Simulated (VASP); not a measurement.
Consider the following.

```
CELL_PARAMETERS angstrom
      0.00000     2.08790     2.08790
      2.08790     0.00000     2.08790
      2.08790     2.08790     0.00000
ATOMIC_POSITIONS crystal
  Ta 0.00000 0.00000 0.00000
```

Level of theory: PBEsol GGA, VASP's PBE PAW potentials (set 64) (plane waves; VASP). Numerical set-up: 400 eV cut-off, Gaussian smearing of 0.050 eV, potentials Ta_pv.

Unless said otherwise, spin-orbit coupling is left out, though it shifts the bands of the heavy elements here.

Task: Predict the band gap (along the path) with the smallest direct gap where there is one.

Result: 
```
Quantity                                                      Value
-------------------------  ----------------------------------------
band gap (along the path)  none (metal, semimetal or under 0.01 eV)
```

The absolute energy has meaning only against runs of the same code, potentials and settings.

The structure comes from a measured Ta entry (Fm-3m) of the Crystallography Open Database, whose conditions weren't checked. It was relaxed first.
